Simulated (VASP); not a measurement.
Method: PBE GGA, VASP's PBE PAW potentials (set 64) (plane waves; VASP).

The input files of a VASP run:

INCAR:
```
SYSTEM = Cd31Te32
PREC = Normal
ENCUT = 400
EDIFF = 1E-5
NELM = 100
ALGO = Fast
LREAL = Auto
LASPH = .TRUE.
ISMEAR = 0
SIGMA = 0.05
GGA = PE
LMAXMIX = 4
LWAVE = .FALSE.
LCHARG = .FALSE.
NELMIN = 4
ISYM = 0
NELECT = 566.0
IBRION = 2
ISIF = 2
NSW = 60
EDIFFG = -0.03
```

KPOINTS:
```
Automatic mesh
0
Gamma
1 1 1
0 0 0
```

**POSCAR**
```
Cd31Te32
1
   13.2498873621     0.0000000000     0.0000000000
    0.0000000000    13.2498873621    -0.0000000000
   -0.0000000000    -0.0000000000    13.2498873621
Cd Te
31 32
Direct
  0.5000000000   0.0000000000   0.0000000000
  0.7500000000   0.2500000000   0.0000000000
  0.7500000000   0.0000000000   0.2500000000
  0.0000000000   0.0000000000   0.0000000000
  0.2500000000   0.2500000000   0.0000000000
  0.5000000000   0.5000000000   0.0000000000
  0.7500000000   0.7500000000   0.0000000000
  0.2500000000   0.0000000000   0.2500000000
  0.5000000000   0.2500000000   0.2500000000
  0.7500000000   0.5000000000   0.2500000000
  0.5000000000   0.0000000000   0.5000000000
  0.7500000000   0.2500000000   0.5000000000
  0.7500000000   0.0000000000   0.7500000000
  0.0000000000   0.5000000000   0.0000000000
  0.2500000000   0.7500000000   0.0000000000
  0.0000000000   0.2500000000   0.2500000000
  0.2500000000   0.5000000000   0.2500000000
  0.5000000000   0.7500000000   0.2500000000
  0.0000000000   0.0000000000   0.5000000000
  0.2500000000   0.2500000000   0.5000000000
  0.7500000000   0.7500000000   0.5000000000
  0.2500000000   0.0000000000   0.7500000000
  0.5000000000   0.2500000000   0.7500000000
  0.7500000000   0.5000000000   0.7500000000
  0.0000000000   0.7500000000   0.2500000000
  0.0000000000   0.5000000000   0.5000000000
  0.2500000000   0.7500000000   0.5000000000
  0.0000000000   0.2500000000   0.7500000000
  0.2500000000   0.5000000000   0.7500000000
  0.5000000000   0.7500000000   0.7500000000
  0.0000000000   0.7500000000   0.7500000000
  0.6250000000   0.1250000000   0.1250000000
  0.8750000000   0.3750000000   0.1250000000
  0.8750000000   0.1250000000   0.3750000000
  0.1250000000   0.1250000000   0.1250000000
  0.3750000000   0.3750000000   0.1250000000
  0.6250000000   0.6250000000   0.1250000000
  0.8750000000   0.8750000000   0.1250000000
  0.3750000000   0.1250000000   0.3750000000
  0.6253600000   0.3786060000   0.3780660000
  0.8750000000   0.6250000000   0.3750000000
  0.6250000000   0.1250000000   0.6250000000
  0.8750000000   0.3750000000   0.6250000000
  0.8750000000   0.1250000000   0.8750000000
  0.1250000000   0.6250000000   0.1250000000
  0.3750000000   0.8750000000   0.1250000000
  0.1250000000   0.3750000000   0.3750000000
  0.3758160000   0.6264730000   0.3753110000
  0.6250000000   0.8750000000   0.3750000000
  0.1250000000   0.1250000000   0.6250000000
  0.3759370000   0.3786140000   0.6262780000
  0.6245900000   0.6228740000   0.6279760000
  0.8750000000   0.8750000000   0.6250000000
  0.3750000000   0.1250000000   0.8750000000
  0.6250000000   0.3750000000   0.8750000000
  0.8750000000   0.6250000000   0.8750000000
  0.1250000000   0.8750000000   0.3750000000
  0.1250000000   0.6250000000   0.6250000000
  0.3750000000   0.8750000000   0.6250000000
  0.1250000000   0.3750000000   0.8750000000
  0.3750000000   0.6250000000   0.8750000000
  0.6250000000   0.8750000000   0.8750000000
  0.1250000000   0.8750000000   0.8750000000
```

POTCAR, in this order: Cd Te (PBE.64 set). Program: vasp_gam.

The resulting files:

File OSZICAR:
```
...
RMM:   2    -0.145126316950E+03   -0.22081E-01   -0.26134E-01   678   0.776E-01    0.339E-01
RMM:   3    -0.145129988934E+03   -0.36720E-02   -0.37776E-02   684   0.295E-01    0.343E-01
RMM:   4    -0.145130068694E+03   -0.79760E-04   -0.41072E-03   680   0.109E-01    0.258E-01
RMM:   5    -0.145130011440E+03    0.57253E-04   -0.14887E-03   678   0.587E-02    0.685E-02
RMM:   6    -0.145130037610E+03   -0.26170E-04   -0.25327E-04   661   0.227E-02    0.294E-02
RMM:   7    -0.145130027888E+03    0.97222E-05   -0.73594E-05   511   0.115E-02
   9 F= -.14513003E+03 E0= -.14513003E+03  d E =-.390397E-01
       N       E                     dE             d eps       ncg     rms          rms(c)
DAV:   1    -0.145131336812E+03   -0.12992E-02   -0.12560E+01   708   0.566E+00    0.813E-01
RMM:   2    -0.145142422655E+03   -0.11086E-01   -0.13043E-01   678   0.547E-01    0.247E-01
RMM:   3    -0.145144244848E+03   -0.18222E-02   -0.18778E-02   684   0.208E-01    0.253E-01
RMM:   4    -0.145144275878E+03   -0.31031E-04   -0.20349E-03   680   0.765E-02    0.189E-01
RMM:   5    -0.145144249109E+03    0.26769E-04   -0.77790E-04   678   0.421E-02    0.456E-02
RMM:   6    -0.145144259089E+03   -0.99805E-05   -0.12043E-04   555   0.158E-02    0.209E-02
RMM:   7    -0.145144253710E+03    0.53791E-05   -0.39967E-05   467   0.858E-03
  10 F= -.14514425E+03 E0= -.14514425E+03  d E =-.532656E-01
       N       E                     dE             d eps       ncg     rms          rms(c)
DAV:   1    -0.145091843982E+03    0.52415E-01   -0.50186E+01   686   0.113E+01    0.159E+00
RMM:   2    -0.145136543441E+03   -0.44699E-01   -0.52709E-01   678   0.110E+00    0.483E-01
RMM:   3    -0.145143989053E+03   -0.74456E-02   -0.76401E-02   685   0.417E-01    0.490E-01
RMM:   4    -0.145144077236E+03   -0.88183E-04   -0.76857E-03   680   0.153E-01    0.363E-01
RMM:   5    -0.145143975838E+03    0.10140E-03   -0.30649E-03   678   0.837E-02    0.942E-02
RMM:   6    -0.145144023277E+03   -0.47439E-04   -0.48241E-04   697   0.316E-02    0.452E-02
RMM:   7    -0.145144005822E+03    0.17455E-04   -0.15756E-04   641   0.167E-02    0.243E-02
RMM:   8    -0.145144008446E+03   -0.26233E-05   -0.35491E-05   469   0.895E-03
  11 F= -.14514401E+03 E0= -.14514401E+03  d E =-.530203E-01
       N       E                     dE             d eps       ncg     rms          rms(c)
DAV:   1    -0.145135627357E+03    0.83785E-02   -0.13141E+01   678   0.579E+00    0.887E-01
RMM:   2    -0.145147164381E+03   -0.11537E-01   -0.13508E-01   678   0.559E-01    0.251E-01
RMM:   3    -0.145149037634E+03   -0.18733E-02   -0.19212E-02   684   0.213E-01    0.267E-01
RMM:   4    -0.145149072536E+03   -0.34902E-04   -0.20823E-03   680   0.777E-02    0.190E-01
RMM:   5    -0.145149064284E+03    0.82518E-05   -0.79377E-04   678   0.426E-02    0.416E-02
RMM:   6    -0.145149080532E+03   -0.16248E-04   -0.11469E-04   555   0.157E-02    0.203E-02
RMM:   7    -0.145149078236E+03    0.22964E-05   -0.43783E-05   480   0.905E-03
  12 F= -.14514908E+03 E0= -.14514908E+03  d E =-.580901E-01
       N       E                     dE             d eps       ncg     rms          rms(c)
DAV:   1    -0.145147923155E+03    0.11574E-02   -0.30059E+01   678   0.877E+00    0.889E-01
RMM:   2    -0.145163465464E+03   -0.15542E-01   -0.18635E-01   678   0.781E-01    0.240E-01
RMM:   3    -0.145165779320E+03   -0.23139E-02   -0.26132E-02   678   0.294E-01    0.218E-01
RMM:   4    -0.145165787635E+03   -0.83151E-05   -0.39667E-03   682   0.112E-01    0.161E-01
RMM:   5    -0.145165767066E+03    0.20569E-04   -0.13983E-03   682   0.612E-02    0.380E-02
RMM:   6    -0.145165771367E+03   -0.43007E-05   -0.19224E-04   676   0.207E-02    0.251E-02
RMM:   7    -0.145165772638E+03   -0.12708E-05   -0.59832E-05   579   0.120E-02
  13 F= -.14516577E+03 E0= -.14516577E+03  d E =-.166944E-01
       N       E                     dE             d eps       ncg     rms          rms(c)
DAV:   1    -0.145165520734E+03    0.25063E-03   -0.42989E+00   724   0.332E+00    0.331E-01
RMM:   2    -0.145167742964E+03   -0.22222E-02   -0.26517E-02   678   0.294E-01    0.905E-02
RMM:   3    -0.145168074394E+03   -0.33143E-03   -0.37323E-03   678   0.111E-01    0.852E-02
RMM:   4    -0.145168073059E+03    0.13358E-05   -0.56687E-04   682   0.422E-02    0.605E-02
RMM:   5    -0.145168071704E+03    0.13549E-05   -0.19988E-04   681   0.232E-02    0.145E-02
RMM:   6    -0.145168071859E+03   -0.15485E-06   -0.28570E-05   451   0.799E-03
  14 F= -.14516807E+03 E0= -.14516807E+03  d E =-.189936E-01
       N       E                     dE             d eps       ncg     rms          rms(c)
DAV:   1    -0.145156460326E+03    0.11611E-01   -0.17186E+01   678   0.665E+00    0.668E-01
RMM:   2    -0.145165361634E+03   -0.89013E-02   -0.10641E-01   678   0.590E-01    0.183E-01
RMM:   3    -0.145166684533E+03   -0.13229E-02   -0.14914E-02   678   0.223E-01    0.169E-01
RMM:   4    -0.145166683022E+03    0.15112E-05   -0.22618E-03   682   0.843E-02    0.122E-01
RMM:   5    -0.145166675938E+03    0.70841E-05   -0.80262E-04   682   0.464E-02    0.291E-02
RMM:   6    -0.145166677347E+03   -0.14091E-05   -0.11242E-04   608   0.158E-02    0.190E-02
RMM:   7    -0.145166678364E+03   -0.10169E-05   -0.34364E-05   467   0.916E-03
  15 F= -.14516668E+03 E0= -.14516668E+03  d E =-.176001E-01
       N       E                     dE             d eps       ncg     rms          rms(c)
DAV:   1    -0.145163020758E+03    0.36566E-02   -0.92885E+00   694   0.489E+00    0.499E-01
RMM:   2    -0.145167791048E+03   -0.47703E-02   -0.57180E-02   678   0.432E-01    0.134E-01
RMM:   3    -0.145168500128E+03   -0.70908E-03   -0.80141E-03   678   0.163E-01    0.122E-01
RMM:   4    -0.145168499593E+03    0.53531E-06   -0.12179E-03   682   0.619E-02    0.867E-02
RMM:   5    -0.145168496906E+03    0.26870E-05   -0.41865E-04   682   0.336E-02    0.206E-02
RMM:   6    -0.145168498638E+03   -0.17319E-05   -0.59249E-05   522   0.115E-02
  16 F= -.14516850E+03 E0= -.14516850E+03  d E =-.194204E-01
       N       E                     dE             d eps       ncg     rms          rms(c)
DAV:   1    -0.145167702826E+03    0.79408E-03   -0.11039E+00   700   0.169E+00    0.176E-01
RMM:   2    -0.145168262031E+03   -0.55920E-03   -0.67778E-03   678   0.149E-01    0.451E-02
RMM:   3    -0.145168345579E+03   -0.83548E-04   -0.95748E-04   678   0.565E-02    0.386E-02
RMM:   4    -0.145168345279E+03    0.30001E-06   -0.14501E-04   681   0.214E-02    0.277E-02
RMM:   5    -0.145168344193E+03    0.10864E-05   -0.46742E-05   493   0.113E-02
  17 F= -.14516834E+03 E0= -.14516834E+03  d E =-.192660E-01
       N       E                     dE             d eps       ncg     rms          rms(c)
DAV:   1    -0.145168253581E+03    0.91698E-04   -0.41593E-01   700   0.103E+00    0.107E-01
RMM:   2    -0.145168464868E+03   -0.21129E-03   -0.25195E-03   678   0.907E-02    0.270E-02
RMM:   3    -0.145168495568E+03   -0.30700E-04   -0.35004E-04   678   0.342E-02    0.238E-02
RMM:   4    -0.145168495431E+03    0.13664E-06   -0.53081E-05   570   0.129E-02
  18 F= -.14516850E+03 E0= -.14516850E+03  d E =-.194172E-01
       N       E                     dE             d eps       ncg     rms          rms(c)
DAV:   1    -0.145167457882E+03    0.10377E-02   -0.50854E+00   700   0.354E+00    0.600E-01
RMM:   2    -0.145172470456E+03   -0.50126E-02   -0.57808E-02   678   0.383E-01    0.138E-01
RMM:   3    -0.145173143233E+03   -0.67278E-03   -0.74934E-03   678   0.147E-01    0.132E-01
RMM:   4    -0.145173187208E+03   -0.43976E-04   -0.11513E-03   680   0.572E-02    0.890E-02
RMM:   5    -0.145173199186E+03   -0.11978E-04   -0.31838E-04   669   0.287E-02    0.134E-02
RMM:   6    -0.145173203799E+03   -0.46134E-05   -0.75480E-05   530   0.122E-02
  19 F= -.14517320E+03 E0= -.14517320E+03  d E =-.470837E-02
```

File OUTCAR:
```
------------------------ aborting loop because EDIFF is reached ----------------------------------------
  FORCE on cell =-STRESS in cart. coord.  units (eV):
  Direction    XX          YY          ZZ          XY          YZ          ZX
  --------------------------------------------------------------------------------------
  Total        8.5168300      8.4734841      8.4796796      0.0427200      0.0090974      0.0640864
  in kB        5.8661343      5.8362789      5.8405462      0.0294242      0.0062660      0.0441407
  external PRESSURE =       5.8476531 kB  Pullay stress =       0.0000000 kB
  volume of cell :     2326.14
      direct lattice vectors                 reciprocal lattice vectors
    13.249887362  0.000000000  0.000000000     0.075472340  0.000000000  0.000000000
     0.000000000 13.249887362  0.000000000     0.000000000  0.075472340  0.000000000
     0.000000000  0.000000000 13.249887362     0.000000000  0.000000000  0.075472340
  FREE ENERGIE OF THE ION-ELECTRON SYSTEM (eV)
  ---------------------------------------------------
  free  energy   TOTEN  =      -145.1732037995 eV

  energy  without entropy=     -145.1732037995  energy(sigma->0) =     -145.17320380

 reached required accuracy - stopping structural energy minimisation
```
(Selected blocks of OUTCAR.)

CONTCAR:
```
Cd31Te32
   1.00000000000000
    13.2498873621000008    0.0000000000000000    0.0000000000000000
     0.0000000000000000   13.2498873621000008    0.0000000000000000
     0.0000000000000000    0.0000000000000000   13.2498873621000008
  Cd              Te
    31    32
Direct
     0.5000488619102005    0.0006144018911293    0.0002455872305006
     0.7489349212670880    0.2510723602036133    0.9989860018537164
     0.7489092898206096    0.9987045335931547    0.2513784142713731
     0.9999365263360828    0.0000520141573577    0.0000099729005343
     0.2511902774540885    0.2512010757871895    0.0014836079832946
     0.5000126642127206    0.4999335342771357    0.0001914141400370
     0.7487425365041832    0.7488846150558374    0.0012837600930685
     0.2512756030216719    0.0014468169920262    0.2513321910451523
     0.5079283005136808    0.2557820405236155    0.2558696466428496
     0.7448192323119731    0.4922314151313275    0.2554703639460842
     0.5000454643357839    0.0001084235326758    0.5000257390973127
     0.7446299699180203    0.2554462488562457    0.4922253110138862
     0.7486958877337452    0.0012189682561589    0.7488506632604199
     0.9999941236522270    0.4999694096918528    0.0002338944356592
     0.2511263579249987    0.7490415497416373    0.9990043260040039
     0.0014477096536406    0.2511572814850445    0.2512598058267986
     0.2553486795544282    0.5079314290408882    0.2553600901844806
     0.4922161125852723    0.7448286795533851    0.2552556368335463
     0.9999726952628096    0.0003614854616760    0.5000593647780700
     0.2556678542578686    0.2556946525328040    0.5079781211782988
     0.7446147526257171    0.7445239122376290    0.5082987187061305
     0.2512069753027393    0.9988363531085110    0.7488232539613758
     0.4921426553699514    0.2555746886854321    0.7446182392968790
     0.7448613082829294    0.5077572093678610    0.7449485944930441
     0.9987091357988774    0.7490612511333032    0.2512943991273660
     0.0001233545442539    0.5000361440772871    0.4999702029873122
     0.2551600262770014    0.7449140729574053    0.4921271616486557
     0.9989432987458544    0.2511935506386419    0.7488913363749158
     0.2552002926917834    0.4922121090711800    0.7449842620918948
     0.5079106224860637    0.7447761356041993    0.7450661745771217
     0.0011443793712721    0.7488581565517323    0.7488370913179858
     0.6253990823000845    0.1252300642190033    0.1253478984335828
     0.8750004698235098    0.3746376219886761    0.1251534794475548
     0.8749342476351454    0.1251821151042365    0.3747117004626898
     0.1251248305394409    0.1251142748128088    0.1251510926480974
     0.3753103236744524    0.3753432659971437    0.1271935837171209
     0.6247347073311632    0.6246795858429300    0.1271320524998221
     0.8748424779700209    0.8749046692371215    0.1251411087881369
     0.3754098306782578    0.1271909399528085    0.3754661729995065
     0.6155090977800446    0.3849209341206891    0.3848004915337778
     0.8729914175406415    0.6247832892254462    0.3754738628473540
     0.6246404494860645    0.1271032447667769    0.6247051520941318
     0.8730879333088084    0.3754087748186470    0.6247138612075490
     0.8748600130205716    0.1252077615295296    0.8748785179539970
     0.1249943958468749    0.6254555340320246    0.1251333223017239
     0.3747368817535966    0.8752060496554995    0.1250433178861186
     0.1271730102071993    0.3753114427058602    0.3753725629404515
     0.3844034217498548    0.6156364657182055    0.3844770422975685
     0.6246756761502464    0.8729554696790742    0.3755157455944523
     0.1252066792179892    0.1252423567848804    0.6252924986374435
     0.3847376138160797    0.3849863538890825    0.6155322430842446
     0.6153476702073638    0.6153092598284400    0.6157861561162117
     0.8749907467340626    0.8750687488614878    0.6254018498517616
     0.3746674014866795    0.1251949598143109    0.8749640486754610
     0.6247754833676351    0.3752624146527042    0.8732078785331110
     0.8750057826636316    0.6253614247875912    0.8750904529263955
     0.1249517959430713    0.8752267784615623    0.3747225369383469
     0.1270405461318238    0.6246754322978454    0.6246989374484643
     0.3754904794609358    0.8730539239961023    0.6246813135826494
     0.1250327915558735    0.3746667902093098    0.8751728880392774
     0.3752810543292651    0.6247381382018812    0.8732351904707387
     0.6252854492794013    0.8751783045561856    0.8751906561699900
     0.1251013692826714    0.8749060910541953    0.8748800365704967
```

**OUTCAR**
```
 val. band max:        1.7974555225   @ k =   0.0000   0.0000   0.0000

 cond. band min:       2.3828453653   @ k =   0.0000   0.0000   0.0000


 Fermi energy:         2.0865286449

 k-point     1 :       0.0000    0.0000    0.0000
  band No.  band energies     occupation
      1      -9.0816      2.00000
      2      -8.8776      2.00000
      3      -8.8762      2.00000
      4      -8.8748      2.00000
      5      -8.8612      2.00000
      6      -8.8602      2.00000
      7      -8.8566      2.00000
      8      -8.8025      2.00000
      9      -8.8019      2.00000
     10      -8.8013      2.00000
     11      -8.7531      2.00000
     12      -8.7523      2.00000
     13      -8.7516      2.00000
     14      -8.7498      2.00000
     15      -8.7353      2.00000
     16      -8.7347      2.00000
     17      -8.7336      2.00000
     18      -8.7054      2.00000
     19      -8.7049      2.00000
     20      -8.6688      2.00000
     21      -8.6672      2.00000
     22      -8.6665      2.00000
     23      -8.6192      2.00000
     24      -8.6186      2.00000
     25      -8.6184      2.00000
     26      -8.6014      2.00000
     27      -8.6005      2.00000
     28      -8.5987      2.00000
     29      -8.4261      2.00000
     30      -8.3102      2.00000
     31      -8.3050      2.00000
     32      -8.3026      2.00000
     33      -6.4561      2.00000
     34      -6.4557      2.00000
     35      -6.4552      2.00000
     36      -6.4288      2.00000
     37      -6.4287      2.00000
     38      -6.4284      2.00000
     39      -6.4120      2.00000
     40      -6.4118      2.00000
     41      -6.4096      2.00000
     42      -6.4090      2.00000
     43      -6.4086      2.00000
     44      -6.4016      2.00000
     45      -6.4013      2.00000
     46      -6.4011      2.00000
     47      -6.3944      2.00000
     48      -6.3941      2.00000
     49      -6.3939      2.00000
     50      -6.3857      2.00000
     51      -6.3838      2.00000
...
```

The cell is charged, with a uniform compensating background. The supercell is sampled at Γ alone, which is coarse: total energies, pressure and levels can be off, energies of defects by several tenths of an eV. Unless said otherwise, spin-orbit coupling is left out, though it shifts the bands of the heavy elements here.

The cell is a supercell with a defect, built from CdTe (zinc blende): vac_Cd, charge -2. The run is not spin-polarised, so no state with unpaired spins was tried.
